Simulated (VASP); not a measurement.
**SnO2 (Cassiterite): accuracy against cost in the number of MPI ranks and SCF threshold**

How sensitive are energy, pressure and forces of SnO2 (Cassiterite) to the number of MPI ranks and SCF threshold? The series runs use r2SCAN. The number of MPI ranks tried: 1 ranks; 2 ranks; 4 ranks; 8 ranks. The SCF threshold tried: EDIFF = 0.01; EDIFF = 0.001; EDIFF = 1E-04; EDIFF = 1E-05; EDIFF = 1E-06; EDIFF = 1E-08. The start is a cell from a database of measured crystal structures.

Method: r2SCAN; plane waves and PAW (Sn_d, O), in VASP 6.6.1.

### Step 1. Set-up

Symmetry: P4_2/mnm, No. 136, tetragonal system. Conventional cell: a = 4.738 Å, b = 4.738 Å, c = 3.187 Å, α = 90.00°, β = 90.00°, γ = 90.00°. Sn has 6 O at 2.05 to 2.06 Å nearest. O has 3 Sn at 2.05 to 2.06 Å nearest. Farther neighbours and most contacts between anions are not listed.

### Step 2. Number of MPI ranks: 1 ranks

The same run on more MPI ranks shows how well it scales. r2SCAN adds the kinetic-energy density, costs more than a GGA and is run with LASPH.

INCAR reads:

```
SYSTEM = SnO2
PREC = Accurate
ENCUT = 520
EDIFF = 1E-06
NELM = 100
ISMEAR = -1
SIGMA = 0.05
LREAL = .FALSE.
ALGO = Normal
METAGGA = R2SCAN
LASPH = .TRUE.
NBANDS = 32
LORBIT = 11
LWAVE = .FALSE.
LCHARG = .FALSE.
ISIF = 2
```

POSCAR reads:

```
SnO2
1.0
    4.7380000000      0.0000000000      0.0000000000
    0.0000000000      4.7380000000      0.0000000000
    0.0000000000      0.0000000000      3.1865000000
Sn O
2 4
Direct
    0.0000000000      0.0000000000      0.0000000000
    0.5000000000      0.5000000000      0.5000000000
    0.3071000000      0.3071000000      0.0000000000
    0.1929000000      0.8071000000      0.5000000000
    0.6929000000      0.6929000000      0.0000000000
    0.8071000000      0.1929000000      0.5000000000
```

KPOINTS reads:

```
Automatic mesh
0
Gamma
4 4 6
0 0 0
```

The projector-augmented-wave data sets are Sn_d and O (PBE family, release 64).

Started as:

```sh
mpirun -np 1 vasp_std
```

What it wrote:

```text
[banner, memory and clock lines left out]
running    1 mpi-ranks, on    1 nodes
 distrk:  each k-point on    1 cores,    1 groups
 distr:  one band on    1 cores,    1 groups

 POSCAR found type information on POSCAR SnO
 POSCAR found :  2 types and       6 ions
|                                                                             |
|               ----> ADVICE to this user running VASP <----                  |
|                                                                             |
|     You enforced a specific xc type in the INCAR file but a different       |
|     [... a line on the potential file left out ...]
|     I HOPE YOU KNOW WHAT YOU ARE DOING!                                     |
|                                                                             |

 LDA part: xc-table for (None), standard interpolation
 POSCAR, INCAR and KPOINTS ok, starting setup
 FFT: planning ... GRIDC
 FFT: planning ... GRID_SOFT
 FFT: planning ... GRID
 WAVECAR not read
 entering main loop
       N       E                     dE             d eps       ncg     rms          rms(c)
DAV:   1     0.589434170763E+03    0.58943E+03   -0.27087E+04  1672   0.261E+03
DAV:   2    -0.534374031669E+01   -0.59478E+03   -0.56743E+03  1704   0.681E+02
DAV:   3    -0.988916952676E+02   -0.93548E+02   -0.92674E+02  1760   0.225E+02
DAV:   4    -0.103244006462E+03   -0.43523E+01   -0.43380E+01  1856   0.536E+01
DAV:   5    -0.103378620076E+03   -0.13461E+00   -0.13457E+00  1976   0.953E+00    0.160E+01
DAV:   6    -0.841631352976E+02    0.19215E+02   -0.14012E+01  2368   0.732E+01    0.700E+00
DAV:   7    -0.845341520759E+02   -0.37102E+00   -0.33504E+00  2208   0.127E+01    0.397E+00
DAV:   8    -0.846560788361E+02   -0.12193E+00   -0.62653E-01  2128   0.122E+01    0.141E+00
DAV:   9    -0.846036686401E+02    0.52410E-01   -0.26689E-01  2312   0.796E+00    0.223E-01
DAV:  10    -0.846053821394E+02   -0.17135E-02   -0.22151E-02  1768   0.104E+00    0.200E-01
DAV:  11    -0.846052354311E+02    0.14671E-03   -0.63872E-03  1904   0.626E-01    0.100E-01
DAV:  12    -0.846051212106E+02    0.11422E-03   -0.43198E-04  1912   0.181E-01    0.500E-02
DAV:  13    -0.846050886830E+02    0.32528E-04   -0.91474E-05  2168   0.972E-02    0.253E-02
DAV:  14    -0.846050794899E+02    0.91931E-05   -0.49847E-05  1968   0.556E-02    0.202E-03
DAV:  15    -0.846050804954E+02   -0.10054E-05   -0.39276E-06  1688   0.142E-02    0.352E-03
DAV:  16    -0.846050805629E+02   -0.67477E-07   -0.33508E-07  1104   0.511E-03
   1 F= -.84605081E+02 E0= -.84605081E+02  d E =-.133028E-09
```

Wall time 68 s (1 MPI rank of Intel Xeon 6975P-C (Granite Rapids), shared host); peak memory 0.2 GiB.

Lines that name or quote the potential files are left out of all logs, and their timing lines are given in words.

From OUTCAR (step 2):

```text
ion  position               nearest neighbor table
   1  0.000  0.000  0.000-   4 2.05   6 2.05   4 2.05   6 2.05   5 2.06   3 2.06   2 3.71   2 3.71
                             2 3.71   2 3.71   2 3.71   2 3.71   2 3.71   2 3.71
   2  0.500  0.500  0.500-   3 2.05   5 2.05   3 2.05   5 2.05   4 2.06   6 2.06   1 3.71   1 3.71
                             1 3.71   1 3.71   1 3.71   1 3.71   1 3.71   1 3.71
   3  0.307  0.307  0.000-   2 2.05   2 2.05   1 2.06
   4  0.193  0.807  0.500-   1 2.05   1 2.05   2 2.06
   5  0.693  0.693  0.000-   2 2.05   2 2.05   1 2.06
   6  0.807  0.193  0.500-   1 2.05   1 2.05   2 2.06

  LATTYP: Found a simple tetragonal cell.
 ALAT       =     4.7380000000
 C/A-ratio  =     0.6725411566

 Subroutine GETGRP returns: Found 16 space group operations
 (whereof  8 operations were pure point group operations)

The static configuration has the point symmetry D_2h.
 The point group associated with its full space group is D_4h.

 Found     24 irreducible k-points:

   k-points           NKPTS =     24   k-points in BZ     NKDIM =     24   number of bands    NBANDS=     32

   dimension x,y,z NGX =    36 NGY =   36 NGZ =   24
   dimension x,y,z NGXF=    72 NGYF=   72 NGZF=   48

   ENCUT  =  520.0 eV  38.22 Ry    6.18 a.u.   8.81  8.81  5.92*2*pi/ulx,y,z

   NELECT =      52.0000    total number of electrons

 k-points in reciprocal lattice and weights: Automatic mesh
   0.00000000  0.00000000  0.00000000       0.010
   0.25000000  0.00000000  0.00000000       0.042
   0.50000000  0.00000000  0.00000000       0.021
   0.25000000  0.25000000  0.00000000       0.042
   0.50000000  0.25000000  0.00000000       0.042
   0.50000000  0.50000000  0.00000000       0.010
   0.00000000  0.00000000  0.16666667       0.021
   0.25000000  0.00000000  0.16666667       0.083
   0.50000000  0.00000000  0.16666667       0.042
[...]
0.50000000  0.25000000  0.50000000       0.042
   0.50000000  0.50000000  0.50000000       0.010

 average (electrostatic) potential at core
       1-104.9074       2-104.9074       3 -71.5307       4 -71.5307       5 -71.5307
       6 -71.5307

 E-fermi :   6.6698

 k-point     1 :       0.0000    0.0000    0.0000
  band No.  band energies     occupation
    ...
     22       4.5111      2.00000
     23       4.5111      2.00000
     24       4.9290      2.00000
     25       4.9290      2.00000
     26       5.7127      2.00000
     27       7.6985      0.00000
     28      12.6186      0.00000
     29      12.8631      0.00000
     30      12.8631      0.00000
     31      16.9334      0.00000
    ...

 k-point     2 :       0.2500    0.0000    0.0000
  band No.  band energies     occupation
    ...
     22       4.0870      2.00000
     23       4.5262      2.00000
     24       4.5489      2.00000
     25       4.9694      2.00000
     26       5.4278      2.00000
     27       8.9461      0.00000
     28      12.1734      0.00000
     29      13.1097      0.00000
     30      13.2895      0.00000
     31      17.4996      0.00000
    ...

 k-point     3 :       0.5000    0.0000    0.0000
  band No.  band energies     occupation
    ...
     22       3.7507      2.00000
     23       4.5542      2.00000
     24       4.5542      2.00000
     25       5.0765      2.00000
     26       5.0765      2.00000
     27      10.8782      0.00000
     28      10.8782      0.00000
     29      13.5886      0.00000
     30      13.5886      0.00000
     31      17.7233      0.00000
    ...

  Total        1.7293362      1.7293362      2.5461198      0.0000000      0.0000000      0.0000000
  in kB       38.7334311     38.7334311     57.0276365      0.0000000      0.0000000      0.0000000
  external PRESSURE =      44.8314996 kB  Pullay stress =       0.0000000 kB

  energy-cutoff  :      520.00
  volume of cell :       71.53
      direct lattice vectors                 reciprocal lattice vectors
     4.738000000  0.000000000  0.000000000     0.211059519  0.000000000  0.000000000
     0.000000000  4.738000000  0.000000000     0.000000000  0.211059519  0.000000000
     0.000000000  0.000000000  3.186500000     0.000000000  0.000000000  0.313823945

 POSITION                                       TOTAL-FORCE (eV/Angst)
 -----------------------------------------------------------------------------------
      0.00000      0.00000      0.00000         0.000000      0.000000      0.000000
      2.36900      2.36900      1.59325         0.000000      0.000000      0.000000
      1.45504      1.45504      0.00000        -0.195691     -0.195691      0.000000
      0.91396      3.82404      1.59325         0.195691     -0.195691      0.000000
      3.28296      3.28296      0.00000         0.195691      0.195691      0.000000
      3.82404      0.91396      1.59325        -0.195691      0.195691      0.000000
 -----------------------------------------------------------------------------------
    total drift:                               -0.000000      0.000000      0.000000

  FREE ENERGIE OF THE ION-ELECTRON SYSTEM (eV)
  ---------------------------------------------------
  free  energy   TOTEN  =       -84.6050805629 eV

  energy  without entropy=      -84.6050805627  energy(sigma->0) =      -84.60508056

 total charge
# of ion       s       p       d       tot
------------------------------------------
    1        0.833   1.126  10.397  12.357
    2        0.833   1.126  10.397  12.357
    3        1.563   3.550   0.000   5.113
    4        1.563   3.550   0.000   5.113
    5        1.563   3.550   0.000   5.113
    6        1.563   3.550   0.000   5.113
--------------------------------------------------
tot          7.918  16.452  20.794  45.165

[... 3 further parts left out ...]
```

The gap is read on the k-mesh alone, so it is an upper bound where the band edges lie off the mesh, and a coarse mesh can show a gap where there is none. Spin-orbit coupling is off here; it can split and shift levels that hold much weight on Sn by tenths of an eV or more. The PAW data sets were made with PBE, which is usual practice but a small mismatch for other functionals.

A gap read on the k-mesh alone can miss the band edges.

Numbers from this step:

```yaml
scf_cycles: 16
electrons: 52
bands: 32
irreducible_k_points: 24
symmetry_operations: 16
free_energy_toten: -84.6051 eV
fermi_energy: 6.670 eV
pressure: 4.483 GPa
metallic_judged_on_the_points_sampled: no
valence_top_at_k: 0, 0, 0
conduction_bottom_at_k: 0, 0, 0
least_direct_gap_at_k: 0, 0, 0
gap_on_the_k_mesh: 1.986 eV
least_direct_gap_on_the_k_mesh: 1.986 eV
```

The series starts at -14.1008 eV an atom and 4.48 GPa, after 16 cycles in 68 s.

### Step 3. Number of MPI ranks: 2 ranks

INCAR, as its differences from that of step 2:

```diff
@@ -15,2 +15,3 @@
 LCHARG = .FALSE.
+KPAR = 2
 ISIF = 2
```

POSCAR is that of step 2.

KPOINTS is that of step 2.

Started as:

```sh
mpirun -np 2 vasp_std
```

What it wrote:

```text
[banner, memory and clock lines left out]
running    2 mpi-ranks, on    1 nodes
[...]
[... a notice as in an earlier step ...]

 LDA part: xc-table for (None), standard interpolation
 POSCAR, INCAR and KPOINTS ok, starting setup
[...]
entering main loop
       N       E                     dE             d eps       ncg     rms          rms(c)
[... 5 cycles as in an earlier step ...]
DAV:   6    -0.841631352977E+02    0.19215E+02   -0.14012E+01  2368   0.732E+01    0.700E+00
DAV:   7    -0.845341520760E+02   -0.37102E+00   -0.33504E+00  2208   0.127E+01    0.397E+00
[... 1 cycle as in an earlier step ...]
DAV:   9    -0.846036686399E+02    0.52410E-01   -0.26689E-01  2312   0.796E+00    0.223E-01
[... 2 cycles as in an earlier step ...]
DAV:  12    -0.846051212105E+02    0.11422E-03   -0.43198E-04  1912   0.181E-01    0.500E-02
DAV:  13    -0.846050886831E+02    0.32527E-04   -0.91474E-05  2168   0.972E-02    0.253E-02
DAV:  14    -0.846050794898E+02    0.91933E-05   -0.49847E-05  1968   0.556E-02    0.202E-03
DAV:  15    -0.846050804955E+02   -0.10057E-05   -0.39276E-06  1688   0.142E-02    0.352E-03
DAV:  16    -0.846050805627E+02   -0.67167E-07   -0.33507E-07  1104   0.511E-03
   1 F= -.84605081E+02 E0= -.84605081E+02  d E =-.133028E-09
```

Elapsed: 36 s, on 2 MPI ranks; peak memory 0.37 GiB; 70 s of CPU time.

Parts of OUTCAR (step 3):

```text
  Total        1.7293362      1.7293362      2.5461199      0.0000000      0.0000000      0.0000000
  in kB       38.7334323     38.7334323     57.0276395      0.0000000      0.0000000      0.0000000
  external PRESSURE =      44.8315014 kB  Pullay stress =       0.0000000 kB

 POSITION                                       TOTAL-FORCE (eV/Angst)
 -----------------------------------------------------------------------------------
      0.00000      0.00000      0.00000        -0.000000      0.000000     -0.000000
      2.36900      2.36900      1.59325        -0.000000      0.000000     -0.000000
      1.45504      1.45504      0.00000        -0.195691     -0.195691     -0.000000
      0.91396      3.82404      1.59325         0.195691     -0.195691     -0.000000
      3.28296      3.28296      0.00000         0.195691      0.195691      0.000000
      3.82404      0.91396      1.59325        -0.195691      0.195691      0.000000
 -----------------------------------------------------------------------------------
    total drift:                               -0.000000      0.000000      0.000000

  FREE ENERGIE OF THE ION-ELECTRON SYSTEM (eV)
  ---------------------------------------------------
  free  energy   TOTEN  =       -84.6050805627 eV

  energy  without entropy=      -84.6050805626  energy(sigma->0) =      -84.60508056

[... 2 parts as in an earlier step ...]

[... 1 further part left out ...]
[key lines of the parts left out:]
E-fermi :   6.6698
```

Against the first of the series the energy stays within 0.01 meV an atom and the pressure within 0.01 GPa, after 16 cycles in 36 s.

### Step 4. Number of MPI ranks: 4 ranks

INCAR, as its differences from that of step 3:

```diff
@@ -15,3 +15,3 @@
 LCHARG = .FALSE.
-KPAR = 2
+KPAR = 4
 ISIF = 2
```

POSCAR is that of step 3.

KPOINTS is that of step 3.

Started as:

```sh
mpirun -np 4 vasp_std
```

What it wrote:

```text
[banner, memory and clock lines left out]
running    4 mpi-ranks, on    1 nodes
[...]
[... a notice as in an earlier step ...]

 LDA part: xc-table for (None), standard interpolation
 POSCAR, INCAR and KPOINTS ok, starting setup
[...]
entering main loop
       N       E                     dE             d eps       ncg     rms          rms(c)
[... 7 cycles as in an earlier step ...]
DAV:   8    -0.846560788362E+02   -0.12193E+00   -0.62653E-01  2128   0.122E+01    0.141E+00
[... 1 cycle as in an earlier step ...]
DAV:  10    -0.846053821395E+02   -0.17135E-02   -0.22151E-02  1768   0.104E+00    0.200E-01
DAV:  11    -0.846052354313E+02    0.14671E-03   -0.63872E-03  1904   0.626E-01    0.100E-01
[... 2 cycles as in an earlier step ...]
DAV:  14    -0.846050794900E+02    0.91932E-05   -0.49847E-05  1968   0.556E-02    0.202E-03
DAV:  15    -0.846050804954E+02   -0.10055E-05   -0.39276E-06  1688   0.142E-02    0.352E-03
DAV:  16    -0.846050805628E+02   -0.67334E-07   -0.33506E-07  1104   0.511E-03
   1 F= -.84605081E+02 E0= -.84605081E+02  d E =-.133028E-09
```

Run time: 22 s. Hardware: 4 MPI ranks; peak memory 0.76 GiB; 83 s of CPU time.

Parts of OUTCAR (step 4):

```text
  Total        1.7293358      1.7293358      2.5461190      0.0000000      0.0000000      0.0000000
  in kB       38.7334225     38.7334225     57.0276197      0.0000000      0.0000000      0.0000000
  external PRESSURE =      44.8314882 kB  Pullay stress =       0.0000000 kB

 POSITION                                       TOTAL-FORCE (eV/Angst)
 -----------------------------------------------------------------------------------
      0.00000      0.00000      0.00000         0.000000      0.000000      0.000000
      2.36900      2.36900      1.59325         0.000000      0.000000      0.000000
      1.45504      1.45504      0.00000        -0.195691     -0.195691      0.000000
      0.91396      3.82404      1.59325         0.195691     -0.195691      0.000000
      3.28296      3.28296      0.00000         0.195691      0.195691     -0.000000
      3.82404      0.91396      1.59325        -0.195691      0.195691     -0.000000
 -----------------------------------------------------------------------------------
    total drift:                               -0.000000      0.000000      0.000000

  FREE ENERGIE OF THE ION-ELECTRON SYSTEM (eV)
  ---------------------------------------------------
  free  energy   TOTEN  =       -84.6050805628 eV

[... 3 parts as in an earlier step ...]

[... 1 further part left out ...]
[key lines of the parts left out:]
E-fermi :   6.6698
```

Against the first of the series the energy stays within 0.01 meV an atom and the pressure within 0.01 GPa, after 16 cycles in 22 s.

### Step 5. Number of MPI ranks: 8 ranks

INCAR, as its differences from that of step 4:

```diff
@@ -15,3 +15,3 @@
 LCHARG = .FALSE.
-KPAR = 4
+KPAR = 8
 ISIF = 2
```

POSCAR is that of step 4.

KPOINTS is that of step 4.

Started as:

```sh
mpirun -np 8 vasp_std
```

What it wrote:

```text
[banner, memory and clock lines left out]
running    8 mpi-ranks, on    1 nodes
[...]
|                                                                             |
|           W    W    AA    RRRRR   N    N  II  N    N   GGGG   !!!           |
|           W    W   A  A   R    R  NN   N  II  NN   N  G    G  !!!           |
|           W    W  A    A  R    R  N N  N  II  N N  N  G       !!!           |
|           W WW W  AAAAAA  RRRRR   N  N N  II  N  N N  G  GGG   !            |
|           WW  WW  A    A  R   R   N   NN  II  N   NN  G    G                |
|           W    W  A    A  R    R  N    N  II  N    N   GGGG   !!!           |
|                                                                             |
|     For optimal performance we recommend to set                             |
|       NCORE = 2 up to number-of-cores-per-socket                            |
|     NCORE specifies how many cores store one orbital (NPAR=cpu/NCORE).      |
|     This setting can greatly improve the performance of VASP for DFT.       |
|     The default, NCORE=1 might be grossly inefficient on modern             |
|     multi-core architectures or massively parallel machines. Do your        |
|     Unfortunately you need to use the default for GW and RPA                |
|     calculations (for HF NCORE is supported but not extensively tested      |
|     yet).                                                                   |
|                                                                             |

 [... a notice as in an earlier step ...]

 LDA part: xc-table for (None), standard interpolation
 POSCAR, INCAR and KPOINTS ok, starting setup
[...]
entering main loop
       N       E                     dE             d eps       ncg     rms          rms(c)
[... 8 cycles as in an earlier step ...]
DAV:   9    -0.846036686400E+02    0.52410E-01   -0.26689E-01  2312   0.796E+00    0.223E-01
[... 4 cycles as in an earlier step ...]
DAV:  14    -0.846050794899E+02    0.91932E-05   -0.49847E-05  1968   0.556E-02    0.202E-03
DAV:  15    -0.846050804955E+02   -0.10056E-05   -0.39276E-06  1688   0.142E-02    0.352E-03
DAV:  16    -0.846050805629E+02   -0.67456E-07   -0.33505E-07  1104   0.511E-03
   1 F= -.84605081E+02 E0= -.84605081E+02  d E =-.133028E-09
```

The job ended after 15 s (8 MPI ranks; peak memory 1.6 GiB; 1.8 min of CPU time).

Parts of OUTCAR (step 5):

```text
  Total        1.7293357      1.7293357      2.5461190     -0.0000000      0.0000000      0.0000000
  in kB       38.7334218     38.7334218     57.0276191     -0.0000000      0.0000000      0.0000000
  external PRESSURE =      44.8314876 kB  Pullay stress =       0.0000000 kB

 POSITION                                       TOTAL-FORCE (eV/Angst)
 -----------------------------------------------------------------------------------
      0.00000      0.00000      0.00000        -0.000000     -0.000000      0.000000
      2.36900      2.36900      1.59325        -0.000000     -0.000000      0.000000
      1.45504      1.45504      0.00000        -0.195691     -0.195691      0.000000
      0.91396      3.82404      1.59325         0.195691     -0.195691      0.000000
      3.28296      3.28296      0.00000         0.195691      0.195691      0.000000
      3.82404      0.91396      1.59325        -0.195691      0.195691      0.000000
 -----------------------------------------------------------------------------------
    total drift:                               -0.000000      0.000000      0.000000

  energy  without entropy=      -84.6050805628  energy(sigma->0) =      -84.60508056

[... 3 parts as in an earlier step ...]

[... 1 further part left out ...]
[key lines of the parts left out:]
E-fermi :   6.6698
```

Against the first of the series the energy stays within 0.01 meV an atom and the pressure within 0.01 GPa, after 16 cycles in 15 s.

(Continued in part 2 of 2.)

[Lines on the potential files, build, host, timing and source positions are cut from VASP's logs without a mark.]

[Logs are printed without paths, hosts, clocks, repeated set-up lines and the standing remarks that a program may print on its own settings, such as how far it seeks lower states.]

[Hosts, paths, dates, database ids (printed as entryN), source tags and the programs' standing remarks are cut or masked in the printed files.]

[A measured line is paired with the nearest computed mode of its activity, which favours agreement.]

[In band tables of VASP the shares of atoms and orbitals are scaled to a sum of 1 inside the atoms' spheres.]
